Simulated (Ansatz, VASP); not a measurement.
# BiTe in two plane-wave programs, part 2 of 3

One calculation is typed for both programs; each brings its own data sets. How far apart do they land? The cell is taken from a series of runs on this material, whose earlier steps may have relaxed, scaled, displaced or heated it; both programs get it as it stands.

VASP 6.6.1 and Ansatz 0.2.0.

So far: The starting structure; Ansatz: zone-centre phonons, PBEsol.

### 3. VASP: zone-centre phonons, PBEsol

Level of this step: PBEsol; plane waves and PAW (Bi_d, Te) (VASP).

The same cell, functional, mesh and smearing now go to VASP, with its own data sets.

Lines of VASP's logs that name or quote its potential files are left out, and so is its time.

File INCAR:

```
SYSTEM = BiTe
PREC = Accurate
ENCUT = 500
EDIFF = 1E-08
NELM = 120
ISMEAR = 1
SIGMA = 0.2
LREAL = .FALSE.
ALGO = Normal
GGA = PS
NBANDS = 27
LORBIT = 11
LWAVE = .FALSE.
LCHARG = .FALSE.
ISIF = 2
IBRION = 8
LASPH = .TRUE.
GGA_COMPAT = .FALSE.
KPAR = 2
```

File POSCAR:

```
BiTe
1.0
    3.1953153536     -3.2001637164      0.0000000000
    3.1953153536      3.2001637164      0.0000000000
    0.0000000000      0.0000000000      6.3957118186
Bi Te
2 2
Direct
    0.2575437806      0.7424562194      0.2500000000
    0.7424562194      0.2575437806      0.7500000000
    0.2352555673      0.7647444327      0.7500000000
    0.7647444327      0.2352555673      0.2500000000
```

File KPOINTS:

```
Automatic mesh
0
Gamma
10 10 8
0 0 0
```

The projector-augmented-wave data sets are Bi_d and Te (PBE family, release 64).

Launch:

```console
$ mpirun -np 2 vasp_std
```

Output:

```text
[banner, memory and clock lines left out]
running    2 mpi-ranks, on    1 nodes
 distrk:  each k-point on    1 cores,    2 groups
 distr:  one band on    1 cores,    1 groups

 POSCAR found type information on POSCAR BiTe
 POSCAR found :  2 types and       4 ions
|                                                                             |
|               ----> ADVICE to this user running VASP <----                  |
|                                                                             |
|     You enforced a specific xc type in the INCAR file but a different       |
|     [... a line on the potential file left out ...]
|     I HOPE YOU KNOW WHAT YOU ARE DOING!                                     |
|                                                                             |

 LDA part: xc-table for (Slater+PW92), standard interpolation
 POSCAR, INCAR and KPOINTS ok, starting setup
 FFT: planning ... GRIDC
 FFT: planning ... GRID_SOFT
 FFT: planning ... GRID
 WAVECAR not read
 entering main loop
       N       E                     dE             d eps       ncg     rms          rms(c)
DAV:   1     0.392939165941E+03    0.39294E+03   -0.19933E+04  8378   0.155E+03
DAV:   2     0.242327397309E+02   -0.36871E+03   -0.36160E+03  8723   0.402E+02
DAV:   3    -0.143876330501E+02   -0.38620E+02   -0.37825E+02 10524   0.145E+02
DAV:   4    -0.159570766803E+02   -0.15694E+01   -0.15579E+01  9675   0.304E+01
DAV:   5    -0.160296866327E+02   -0.72610E-01   -0.72581E-01 11707   0.649E+00    0.983E+00
DAV:   6    -0.159821920966E+02    0.47495E-01   -0.14727E-01 10277   0.234E+00    0.626E+00
DAV:   7    -0.159852184057E+02   -0.30263E-02   -0.72783E-02 10327   0.155E+00    0.540E-01
DAV:   8    -0.159823842927E+02    0.28341E-02   -0.16741E-02  9755   0.895E-01    0.264E-01
DAV:   9    -0.159825918467E+02   -0.20755E-03   -0.17985E-03 10013   0.284E-01    0.179E-01
DAV:  10    -0.159825841400E+02    0.77067E-05   -0.58055E-05 11587   0.672E-02    0.958E-02
DAV:  11    -0.159825814753E+02    0.26646E-05   -0.73756E-06 10119   0.260E-02    0.278E-02
DAV:  12    -0.159825798205E+02    0.16548E-05   -0.42924E-06  9729   0.133E-02    0.263E-02
DAV:  13    -0.159825795371E+02    0.28342E-06   -0.99052E-07  9707   0.762E-03    0.110E-02
DAV:  14    -0.159825796618E+02   -0.12472E-06   -0.24874E-07  8766   0.250E-03    0.962E-04
DAV:  15    -0.159825797666E+02   -0.10478E-06   -0.12141E-08  6293   0.675E-04    0.206E-03
DAV:  16    -0.159825797395E+02    0.27068E-07   -0.11813E-09  4922   0.341E-04    0.102E-03
DAV:  17    -0.159825797403E+02   -0.77944E-09   -0.13274E-09  4887   0.241E-04
   1 F= -.15982580E+02 E0= -.15982905E+02  d E =0.974736E-03
 Linear response reoptimize wavefunctions to high precision
DAV:   1    -0.159825797372E+02    0.30477E-08   -0.32825E-10  4879   0.147E-04
DAV:   2    -0.159825797373E+02   -0.66393E-10   -0.76446E-11  4773   0.860E-05
 Linear response DOF=           6
 Linear response progress:
  Degree of freedom:   1/  6
       N       E                     dE             d eps       ncg     rms          rms(c)
RMM:   1    -0.333626000900E+00   -0.33363E+00    0.19714E-01 18844   0.789E+00
RMM:   2    -0.339567784049E+00   -0.59418E-02   -0.18451E-02 22829   0.868E-01    0.640E-02
RMM:   3    -0.339486298016E+00    0.81486E-04   -0.14573E-03 26275   0.256E-01    0.481E-02
RMM:   4    -0.339238773092E+00    0.24752E-03   -0.11153E-04 25488   0.758E-02    0.394E-03
RMM:   5    -0.339278303400E+00   -0.39530E-04   -0.17743E-05 26378   0.269E-02    0.294E-03
RMM:   6    -0.339302810884E+00   -0.24507E-04   -0.38177E-06 25754   0.116E-02    0.674E-04
RMM:   7    -0.339306201749E+00   -0.33909E-05   -0.11707E-06 26636   0.536E-03    0.383E-04
RMM:   8    -0.339307838710E+00   -0.16370E-05   -0.37065E-07 25821   0.267E-03    0.777E-05
RMM:   9    -0.339307839426E+00   -0.71698E-09   -0.50155E-08 27147   0.121E-03    0.100E-04
 first order change of Fermi-energy   0.39854E-04
 force on displaced ion       1 direction 1 :  -2.826   0.000   0.000
 Linear response progress:
  Degree of freedom:   2/  6
       N       E                     dE             d eps       ncg     rms          rms(c)
RMM:   1    -0.333605106943E+00   -0.33361E+00    0.19624E-01 11262   0.789E+00
RMM:   2    -0.339523081630E+00   -0.59180E-02   -0.18310E-02 13627   0.871E-01    0.639E-02
RMM:   3    -0.339451555650E+00    0.71526E-04   -0.14655E-03 15641   0.257E-01    0.478E-02
RMM:   4    -0.339250582136E+00    0.20097E-03   -0.10904E-04 15397   0.763E-02    0.974E-03
RMM:   5    -0.339246023359E+00    0.45588E-05   -0.18321E-05 15839   0.271E-02    0.257E-03
RMM:   6    -0.339268484852E+00   -0.22461E-04   -0.40328E-06 15326   0.120E-02    0.114E-03
RMM:   7    -0.339275520286E+00   -0.70354E-05   -0.10744E-06 15893   0.570E-03    0.521E-04
RMM:   8    -0.339277837409E+00   -0.23171E-05   -0.61615E-08 15892   0.286E-03    0.168E-04
RMM:   9    -0.339278910768E+00   -0.10734E-05    0.33214E-11 16195   0.127E-03    0.533E-05
RMM:  10    -0.339278535885E+00    0.37488E-06   -0.67212E-08 15792   0.629E-04    0.458E-05
RMM:  11    -0.339278530601E+00    0.52840E-08   -0.17737E-08 16597   0.315E-04    0.175E-05
 first order change of Fermi-energy   0.57693E-01
 force on displaced ion       1 direction 2 :   0.000  -2.886   0.000
 Linear response progress:
  Degree of freedom:   3/  6
       N       E                     dE             d eps       ncg     rms          rms(c)
RMM:   1    -0.344721681214E+00   -0.34472E+00    0.20287E-01 16493   0.784E+00
RMM:   2    -0.350328229721E+00   -0.56065E-02   -0.18925E-02 19805   0.867E-01    0.657E-02
RMM:   3    -0.350261887707E+00    0.66342E-04   -0.15028E-03 22685   0.258E-01    0.558E-02
RMM:   4    -0.350083184676E+00    0.17870E-03   -0.14109E-04 22979   0.758E-02    0.156E-02
RMM:   5    -0.350059131720E+00    0.24053E-04   -0.78588E-06 22770   0.273E-02    0.351E-03
RMM:   6    -0.350076845389E+00   -0.17714E-04   -0.19518E-05 23037   0.116E-02    0.674E-04
RMM:   7    -0.350084422767E+00   -0.75774E-05    0.96620E-07 23143   0.560E-03    0.392E-04
RMM:   8    -0.350087640127E+00   -0.32174E-05   -0.86785E-06 23290   0.279E-03    0.122E-04
RMM:   9    -0.350085515460E+00    0.21247E-05   -0.83789E-07 23155   0.124E-03    0.774E-05
RMM:  10    -0.350085882468E+00   -0.36701E-06   -0.26324E-06 23413   0.653E-04    0.146E-05
RMM:  11    -0.350085636492E+00    0.24598E-06   -0.87137E-08 24054   0.351E-04    0.202E-05
RMM:  12    -0.350085702492E+00   -0.66000E-07   -0.37572E-07 23598   0.209E-04    0.113E-05
RMM:  13    -0.350085766994E+00   -0.64502E-07   -0.25577E-07 23005   0.148E-04    0.574E-06
RMM:  14    -0.350085746909E+00    0.20086E-07   -0.15797E-07 23286   0.113E-04    0.812E-06
RMM:  15    -0.350085758175E+00   -0.11267E-07   -0.85089E-08 22298   0.944E-05    0.354E-06
RMM:  16    -0.350085770833E+00   -0.12657E-07   -0.83578E-08 22129   0.846E-05    0.117E-06
RMM:  17    -0.350085768680E+00    0.21526E-08   -0.24975E-08 19998   0.790E-05    0.161E-06
 first order change of Fermi-energy  -0.16494E-03
 force on displaced ion       1 direction 3 :   0.000   0.002  -3.105
 Linear response progress:
  Degree of freedom:   4/  6
       N       E                     dE             d eps       ncg     rms          rms(c)
RMM:   1    -0.497346102136E-01   -0.49735E-01    0.53289E-02 27768   0.751E-01
RMM:   2    -0.484630561401E-01    0.12716E-02   -0.29771E-03 25498   0.209E-01    0.622E-02
RMM:   3    -0.485190340749E-01   -0.55978E-04   -0.24662E-04 26236   0.707E-02    0.447E-02
RMM:   4    -0.485812731712E-01   -0.62239E-04   -0.43045E-05 26218   0.345E-02    0.463E-03
RMM:   5    -0.485787794174E-01    0.24938E-05   -0.44386E-06 27697   0.105E-02    0.378E-03
RMM:   6    -0.485725329201E-01    0.62465E-05   -0.60823E-07 26243   0.383E-03    0.696E-04
RMM:   7    -0.485738586419E-01   -0.13257E-05   -0.55435E-09 27139   0.119E-03    0.518E-04
RMM:   8    -0.485724744738E-01    0.13842E-05   -0.87120E-07 27964   0.456E-04    0.132E-04
RMM:   9    -0.485729551803E-01   -0.48071E-06   -0.36944E-07 28643   0.197E-04    0.845E-05
RMM:  10    -0.485729496457E-01    0.55347E-08   -0.23552E-07 27842   0.738E-05    0.139E-05
RMM:  11    -0.485729835158E-01   -0.33870E-07   -0.21298E-08 28161   0.406E-05    0.229E-06
RMM:  12    -0.485729805723E-01    0.29435E-08   -0.18078E-08 23805   0.311E-05    0.257E-06
 first order change of Fermi-energy   0.17333E-04
 force on displaced ion       3 direction 1 :  -1.794  -0.002   0.000
 Linear response progress:
  Degree of freedom:   5/  6
       N       E                     dE             d eps       ncg     rms          rms(c)
RMM:   1    -0.497187273224E-01   -0.49719E-01    0.53046E-02 16434   0.753E-01
RMM:   2    -0.483558109349E-01    0.13629E-02   -0.29608E-03 14167   0.214E-01    0.616E-02
RMM:   3    -0.484051075781E-01   -0.49297E-04   -0.24940E-04 15622   0.733E-02    0.436E-02
RMM:   4    -0.484441202098E-01   -0.39013E-04   -0.40094E-05 15723   0.333E-02    0.871E-03
RMM:   5    -0.484528429566E-01   -0.87227E-05   -0.49770E-06 15804   0.120E-02    0.363E-03
RMM:   6    -0.484493425987E-01    0.35004E-05   -0.42045E-07 15916   0.375E-03    0.176E-03
RMM:   7    -0.484465132416E-01    0.28294E-05   -0.46153E-08 15361   0.131E-03    0.359E-04
RMM:   8    -0.484466714001E-01   -0.15816E-06    0.59258E-07 16619   0.547E-04    0.219E-04
RMM:   9    -0.484461261639E-01    0.54524E-06   -0.12293E-06 15880   0.246E-04    0.110E-04
RMM:  10    -0.484464393172E-01   -0.31315E-06   -0.41985E-07 17056   0.105E-04    0.255E-05
RMM:  11    -0.484464683462E-01   -0.29029E-07   -0.11768E-07 16747   0.462E-05    0.392E-06
RMM:  12    -0.484464797310E-01   -0.11385E-07   -0.18176E-09 15871   0.317E-05    0.330E-06
RMM:  13    -0.484464808428E-01   -0.11117E-08    0.63103E-09 15128   0.264E-05    0.152E-06
 first order change of Fermi-energy   0.10949E+00
 force on displaced ion       3 direction 2 :   0.000  -2.236   0.000
 Linear response progress:
  Degree of freedom:   6/  6
       N       E                     dE             d eps       ncg     rms          rms(c)
RMM:   1    -0.568247089425E-01   -0.56825E-01    0.58255E-02 24106   0.747E-01
RMM:   2    -0.552459494775E-01    0.15788E-02   -0.30349E-03 22077   0.208E-01    0.586E-02
RMM:   3    -0.552916093217E-01   -0.45660E-04   -0.28563E-04 22925   0.720E-02    0.460E-02
RMM:   4    -0.553248278369E-01   -0.33219E-04   -0.42156E-05 22948   0.333E-02    0.568E-03
RMM:   5    -0.553259379530E-01   -0.11101E-05   -0.26198E-06 24385   0.108E-02    0.376E-03
RMM:   6    -0.553177005896E-01    0.82374E-05   -0.10947E-06 23133   0.399E-03    0.574E-04
RMM:   7    -0.553186698019E-01   -0.96921E-06   -0.34320E-07 23809   0.108E-03    0.441E-04
RMM:   8    -0.553183437104E-01    0.32609E-06   -0.57192E-07 24129   0.451E-04    0.215E-04
RMM:   9    -0.553180944126E-01    0.24930E-06   -0.24181E-07 24822   0.204E-04    0.642E-05
RMM:  10    -0.553181985477E-01   -0.10414E-06   -0.22402E-07 25020   0.757E-05    0.234E-05
RMM:  11    -0.553181801634E-01    0.18384E-07   -0.51526E-08 24614   0.391E-05    0.701E-06
RMM:  12    -0.553181895796E-01   -0.94162E-08   -0.37680E-09 22583   0.288E-05    0.255E-06
 first order change of Fermi-energy   0.29840E-03
 force on displaced ion       3 direction 3 :   0.000  -0.001  -2.030
 Linear response finished
```

(Part 2 of 3 ends here.)

[Lines on the potential files, build, host, timing and source positions are cut from VASP's logs without a mark.]

[Logs are printed without paths, hosts, clocks, repeated set-up lines and the standing remarks that a program may print on its own settings, such as how far it seeks lower states.]

[Hosts, paths, dates, database ids (printed as entryN), source tags and the programs' standing remarks are cut or masked in the printed files.]
